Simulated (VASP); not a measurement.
# MgTi2N2 (Immm) in VASP: relaxation of cell and atoms with PBE

Aim: the relaxation of cell and atoms of MgTi2N2 with PBE.

Everything below comes from runs of VASP 6.6.1. Logs are shortened: lines on timing, memory, paths and dates and some standing lists are left out, and cuts for length are marked.

## 1. Starting point

The structure is orthorhombic, space group Immm (No. 71). The conventional cell has a = 3.100 Å, b = 4.380 Å, c = 9.290 Å, α = 90.00°, β = 90.00°, γ = 90.00°. Mg (site symmetry mmm) has 4 N at 2.19 Å as nearest neighbours. Ti (site symmetry mm2) has 4 N at 2.19 Å as nearest neighbours. N (site symmetry mm2) has 4 Ti at 2.19 Å and 2 Mg at 2.19 Å as nearest neighbours.

The cell was built by a generator and needn't be a form met in nature.

## 2. Relaxation of cell and atoms, PBE

Input file INCAR:

```
PREC = Normal
ENCUT = 520
EDIFF = 1E-4
ISMEAR = 0
SIGMA = 0.15
LREAL = False
LASPH = True
NELM = 60
ALGO = Fast
ISIF = 3
LWAVE = False
LCHARG = False
GGA = PE
IBRION = 2
NSW = 24
EDIFFG = -0.08
```

Input file KPOINTS:

```
regular mesh
0
Gamma
  5 5 5
```

Input file POSCAR:

```
MgTi2N2
1.0
   -1.5500000000      2.1900000000      4.6450000000
    1.5500000000     -2.1900000000      4.6450000000
    1.5500000000      2.1900000000     -4.6450000000
Mg Ti N
1 2 2
Direct
    0.0000000000      0.0000000000      0.0000000000
    0.6666670000      0.6666670000      0.0000000000
    0.3333330000      0.3333330000      0.0000000000
    0.1666670000      0.6666670000      0.5000000000
    0.8333330000      0.3333330000      0.5000000000
```

Potentials or basis: VASP PAW PBE potentials, release 64 (Mg, Ti_sv, N).

On the command line:

```console
$ cat potpaw_PBE.64/Mg/POTCAR potpaw_PBE.64/Ti_sv/POTCAR potpaw_PBE.64/N/POTCAR > POTCAR
$ mpirun -np 1 vasp_std > vasp.out
```

OUTCAR:

```text
PREC = Normal
   ENCUT = 520
   EDIFF = 1E-4
   ISMEAR = 0
   LREAL = False
   LASPH = True
   NELM = 60
   ISIF = 3
   GGA = PE
   IBRION = 2
   NSW = 24
   EDIFFG = -0.08

 ion  position               nearest neighbor table
   1  0.000  0.000  0.000-   4 2.19   5 2.19   4 2.19   5 2.19   3 3.10   2 3.10   2 3.10   3 3.10
                             2 3.10   2 3.10   3 3.10   2 3.10   3 3.10   3 3.10
   2  0.667  0.667  0.000-   4 2.19   4 2.19   5 2.19   5 2.19   1 3.10   1 3.10   1 3.10   1 3.10
                             1 3.10
   3  0.333  0.333  0.000-   5 2.19   5 2.19   4 2.19   4 2.19   1 3.10   1 3.10   1 3.10   1 3.10
                             1 3.10
   4  0.167  0.667  0.500-   2 2.19   2 2.19   3 2.19   3 2.19   1 2.19   1 2.19
   5  0.833  0.333  0.500-   3 2.19   3 2.19   2 2.19   2 2.19   1 2.19   1 2.19

  LATTYP: Found a body centered orthorhombic cell.
 ALAT       =     3.1000000000
 B/A-ratio  =     1.4129032258
 C/A-ratio  =     2.9967741935

  Lattice vectors:

 A1 = (  -1.5500000000,   2.1900000000,   4.6450000000)
 A2 = (   1.5500000000,  -2.1900000000,   4.6450000000)
 A3 = (   1.5500000000,   2.1900000000,  -4.6450000000)

Analysis of symmetry for initial positions (statically):
=====================================================================
 Subroutine PRICEL returns:
 Original cell was already a primitive cell.

 Routine SETGRP: Setting up the symmetry group for a
 body centered orthorhombic supercell.

 Subroutine GETGRP returns: Found  8 space group operations
 (whereof  8 operations were pure point group operations)
 out of a pool of  8 trial point group operations.

The static configuration has the point symmetry D_2h.

Analysis of symmetry for dynamics (positions and initial velocities):
=====================================================================
 Subroutine PRICEL returns:
 Original cell was already a primitive cell.

 Routine SETGRP: Setting up the symmetry group for a
 body centered orthorhombic supercell.

 Subroutine GETGRP returns: Found  8 space group operations
 (whereof  8 operations were pure point group operations)
 out of a pool of  8 trial point group operations.

The dynamic configuration has the point symmetry D_2h.

 Subroutine INISYM returns: Found  8 space group operations
 (whereof  8 operations are pure point group operations),
 and found     1 'primitive' translations

----------------------------------------------------------------------------------------

                                     Primitive cell

  volume of cell :      63.0698

  direct lattice vectors                    reciprocal lattice vectors
    -1.550000000  2.190000000  4.645000000     0.000000000  0.228310502  0.107642626
     1.550000000 -2.190000000  4.645000000     0.322580645  0.000000000  0.107642626
     1.550000000  2.190000000 -4.645000000     0.322580645  0.228310502  0.000000000

  length of vectors
     5.364198449  5.364198449  5.364198449     0.252413590  0.340066475  0.395201162

  position of ions in fractional coordinates (direct lattice)
     0.000000000  0.000000000  0.000000000
     0.666667000  0.666667000  0.000000000
     0.333333000  0.333333000  0.000000000
     0.166667000  0.666667000  0.500000000
     0.833333000  0.333333000  0.500000000

  ion indices of the primitive-cell ions
   primitive index   ion index
                 1           1
                 2           2
                 3           3
                 4           4
                 5           5

----------------------------------------------------------------------------------------

 KPOINTS: regular mesh

Automatic generation of k-mesh.
 Grid dimensions read from file:
 generate k-points for:    5    5    5

 Generating k-lattice:

  Cartesian coordinates                     Fractional coordinates (reciprocal lattice)
     0.000000000  0.045662100  0.021528525     0.200000000  0.000000000  0.000000000
     0.064516129  0.000000000  0.021528525     0.000000000  0.200000000  0.000000000
     0.064516129  0.045662100  0.000000000     0.000000000  0.000000000  0.200000000

  Length of vectors
     0.050482718  0.068013295  0.079040232

  Shift w.r.t. Gamma in fractional coordinates (k-lattice)
     0.000000000  0.000000000  0.000000000

 Subroutine IBZKPT returns following result:
 ===========================================

 Found     27 irreducible k-points:

 Following reciprocal coordinates:
            Coordinates               Weight
  0.000000  0.000000  0.000000      1.000000
  0.200000  0.000000  0.000000      4.000000
  0.400000  0.000000 -0.000000      4.000000
  0.000000  0.200000  0.000000      4.000000
  0.200000  0.200000  0.000000      8.000000
  0.400000  0.200000  0.000000      8.000000
[... 16 lines left out ...]
 -0.400000 -0.200000  0.200000      4.000000
 -0.200000 -0.200000  0.200000      2.000000
 [... further k-points ...]
   k-points           NKPTS =     27   k-points in BZ     NKDIM =     27   number of bands    NBANDS=     22
   number of dos      NEDOS =    301   number of ions     NIONS =      5
   total plane-waves  NPLWV =  27000
   dimension x,y,z NGX =    30 NGY =   30 NGZ =   30
   dimension x,y,z NGXF=    60 NGYF=   60 NGZF=   60
   ions per type =               1   2   2
   NGX,Y,Z   is equivalent  to a cutoff of   9.30,  9.30,  9.30 a.u.
   NGXF,Y,Z  is equivalent  to a cutoff of  18.60, 18.60, 18.60 a.u.
 SYSTEM =  unknown system
   PREC   = normal    normal or accurate (medium, high low for compatibility)
   ISTART =      0    job   : 0-new  1-cont  2-samecut
   ICHARG =      2    charge: 1-file 2-atom 10-const
   ISPIN  =      1    spin polarized calculation?
   LNONCOLLINEAR =      F non collinear calculations
   LSORBIT =      F    spin-orbit coupling
   LASPH  =      T    aspherical Exc in radial PAW
   ENCUT  =  520.0 eV  38.22 Ry    6.18 a.u.   9.97  9.97  9.97*2*pi/ulx,y,z
   NELM   =     60;   NELMIN=  2; NELMDL= -5     # of ELM steps
   EDIFF  = 0.1E-03   stopping-criterion for ELM
   LREAL  =      F    real-space projection
   EDIFFG = -.8E-01   stopping-criterion for IOM
   NSW    =     24    number of steps for IOM
   IBRION =      2    ionic relax: 0-MD 1-quasi-New 2-CG
   NFREE  =      1    steps in history (QN), initial steepest desc. (CG)
   ISIF   =      3    stress and relaxation
   ISYM   =      2    0-nonsym 1-usesym 2-fastsym
   POTIM  = 0.5000    time-step for ionic-motion
   TEBEG  =    0.0;   TEEND  =   0.0 temperature during run
   PSTRESS=    0.0 pullay stress
   NELECT =      36.0000    total number of electrons
   NUPDOWN=      -1.0000    fix difference up-down
   EMIN   =  10.00;   EMAX   =-10.00  energy-range for DOS
   EFERMI =   0.00;   METHOD = LEGACY
   ISMEAR =     0;   SIGMA  =   0.15  broadening in eV -4-tet -1-fermi 0-gaus
   EFERMI_NEDOS =   21; number of points for ismear=-14 and -15
   IALGO  =     68    algorithm
   IMIX   =      4    mixing-type and parameters
     AMIX     =   0.40;   BMIX     =  1.00
     AMIX_MAG =   1.60;   BMIX_MAG =  1.00
  volume/ion in A,a.u.               =      12.61        85.12
  Fermi-wavevector in a.u.,A,eV,Ry     =   1.358006  2.566260 25.091612  1.844181
  Thomas-Fermi vector in A             =   2.484876
   LORBIT       =      0    0 simple, 1 ext, 2 COOP (PROOUT), +10 PAW based schemes
   GGA     = PE    functional components
   LHFCALC =     F    Hartree Fock is set to
   AEXX    =    0.0000 exact exchange contribution
   IVDW    =     0    specifies the selected vdW correction
   LEPSILON=     F    determine dielectric tensor
   LRPA    =     F    only Hartree local field effects (RPA)
 conjugate gradient relaxation of ions
 non-spin polarized calculation
 RMM-DIIS sequential band-by-band and
 Gauss-broadening in eV      SIGMA  =   0.15
  energy-cutoff  :      520.00
  volume of cell :       63.07
 maximum number of plane-waves:      1715
   NGX = 19   NGY = 19   NGZ = 19

--------------------------------------- Ionic step        1  -------------------------------------------

 number of electron      35.9999996 magnetization

 Free energy of the ion-electron system (eV)
  ---------------------------------------------------
  ext. energy  EPLUGINS =         0.00000000
  ---------------------------------------------------
  free energy    TOTEN  =       -39.02935409 eV

  energy without entropy =      -38.98632913  energy(sigma->0) =      -39.00784161

------------------------ aborting loop because EDIFF is reached ----------------------------------------

  FORCE on cell =-STRESS in cart. coord.  units (eV):
  Direction    XX          YY          ZZ          XY          YZ          ZX
  --------------------------------------------------------------------------------------
  -------------------------------------------------------------------------------------
  Total       -2.4901022     -9.5286410     -5.3087972      0.0000000      0.0000000      0.0000000
  in kB      -63.2566575   -242.0583258   -134.8606328      0.0000000      0.0000000      0.0000000
  external PRESSURE =    -146.7252054 kB  Pullay stress =       0.0000000 kB
[... 98 lines left out ...]
  FREE ENERGIE OF THE ION-ELECTRON SYSTEM (eV)
  ---------------------------------------------------
  free  energy   TOTEN  =       -39.5838369335 eV

  energy  without entropy=      -39.5423749270  energy(sigma->0) =      -39.56310593

[... ionic steps 4 to 8 ...]

--------------------------------------- Ionic step        9  -------------------------------------------

 number of electron      36.0000002 magnetization

------------------------ aborting loop because EDIFF is reached ----------------------------------------

  FORCE on cell =-STRESS in cart. coord.  units (eV):
  Direction    XX          YY          ZZ          XY          YZ          ZX
  --------------------------------------------------------------------------------------
  -------------------------------------------------------------------------------------
  Total       -0.4219371     -0.7818514      0.0552633      0.0000000      0.0000000      0.0000000
  in kB      -11.1915947    -20.7380755      1.4658217      0.0000000      0.0000000      0.0000000
  external PRESSURE =     -10.1546162 kB  Pullay stress =       0.0000000 kB
[... 63 lines left out ...]
  energy  without entropy=      -39.6819665625  energy(sigma->0) =      -39.70393620

--------------------------------------- Ionic step       11  -------------------------------------------

 number of electron      36.0000002 magnetization

 Free energy of the ion-electron system (eV)
  ---------------------------------------------------
  ext. energy  EPLUGINS =         0.00000000
  ---------------------------------------------------
  free energy    TOTEN  =       -39.72690828 eV

  energy without entropy =      -39.68231594  energy(sigma->0) =      -39.70461211

 E-fermi :   7.9887     XC(G=0): -11.4358

 val. band max:        7.9821664064   @ k =  -0.2000  -0.2000   0.2000
 cond. band min:       8.0089782813   @ k =  -0.4000  -0.4000   0.4000
 fundamental gap:      0.0268118749
 Fermi energy:         7.9886961230

 k-point     1 :       0.0000    0.0000    0.0000
  band No.  band energies     occupation
      1     -49.2976      2.00000
      2     -49.1818      2.00000
      3     -25.7435      2.00000
      4     -25.6326      2.00000
      5     -25.5582      2.00000
      6     -25.5279      2.00000
[... 574 lines left out ...]
      6     -25.5368      2.00000
[... 14 lines left out ...]
     21       9.6546      0.00000
     22      10.1228      0.00000

 [... further k-points ...]
[... 5 lines left out ...]
  --------------------------------------------------------------------------------------
  -------------------------------------------------------------------------------------
  Total        0.1816669      0.1280361      0.1720254     -0.0000000      0.0000000      0.0000000
  in kB        4.8489735      3.4174836      4.5916267     -0.0000000      0.0000000      0.0000000
  external PRESSURE =       4.2860279 kB  Pullay stress =       0.0000000 kB
[... 20 lines left out ...]
  FREE ENERGIE OF THE ION-ELECTRON SYSTEM (eV)
  ---------------------------------------------------
  free  energy   TOTEN  =       -39.7269082821 eV

  energy  without entropy=      -39.6823159394  energy(sigma->0) =      -39.70461211

 reached required accuracy - stopping structural energy minimisation
```

Run time: 2.9 min. Hardware: 1 thread of Intel Xeon 6975P-C (Granite Rapids), shared host; peak memory 0.2 GiB.

Results:

- Free energy: -39.7269 eV
- Relaxed volume: 12.01 Å³/atom
- Relaxed cell: a = 5.330 Å, b = 5.330 Å, c = 5.330 Å, α = 145.96°, β = 134.42°, γ = 58.10°
- Space group after relaxing (to 0.05 Å): Immm (No. 71)
- Energy gained by relaxing: 139.5 meV/atom
- Ionic steps: 11
- Pressure after relaxing: 0.4 GPa
- Largest force after relaxing: 0.066 eV/Å
- Band gap on the k mesh: none (metal or under the smearing width)

Forces in eV/Å, atoms in the order of the input:
```
Mg   0.000  0.000  0.000
Ti   0.000  0.000  0.007
Ti   0.000  0.000 -0.007
N    0.000  0.000 -0.066
N    0.000  0.000  0.066
```

Stress tensor (GPa, compression positive):
```
0.48 0.00 0.00
0.00 0.34 0.00
0.00 0.00 0.46
```

Step by step:
| step | energy change (eV) | largest force (eV/Å) | pressure (GPa) | volume (Å³) |
| --- | --- | --- | --- | --- |
| 1 | 0.0000 | 2.1487 | -14.67 | 63.07 |
| 2 | -0.2096 | 0.9245 | 24.73 | 53.03 |
| 3 | -0.5545 | 1.0287 | 3.68 | 57.08 |
| 4 | -0.5552 | 0.9591 | 4.12 | 56.95 |
| 5 | -0.6573 | 0.3757 | 2.07 | 58.41 |
| 6 | -0.6798 | 0.1381 | 0.99 | 59.42 |
| 7 | -0.6816 | 0.1471 | 0.51 | 59.77 |
| 8 | -0.6926 | 0.0678 | -0.66 | 60.23 |
| 9 | -0.6940 | 0.0315 | -1.02 | 60.40 |
| 10 | -0.6966 | 0.1092 | 0.82 | 59.83 |
| 11 | -0.6976 | 0.0658 | 0.43 | 60.03 |

Final structure:
```xyz
5
Lattice="-1.5600 2.0646 4.6592 1.5600 -2.0646 4.6592 1.5600 2.0646 -4.6592" Properties=species:S:1:pos:R:3 pbc="T T T"
Mg    0.0000    0.0000    0.0000
Ti    0.0000    0.0000    6.3853
Ti    0.0000    0.0000    2.9330
N     1.5600    0.0000    1.5779
N     0.0000    2.0646    3.0813
```

Levels at points of the mesh, in eV from the Fermi level:
```tsv
k point	band 16	band 17	band 18	band 19	band 20	band 21
(0.00, 0.00, 0.00)	-3.77	-2.33	-0.02	0.63	0.63	1.52
```

Caveat: the k mesh is coarse (spacing up to 0.50 Å⁻¹), so the values aren't converged; the relaxation stopped at a loose force limit of 0.08 eV/Å, so its end isn't a converged minimum.
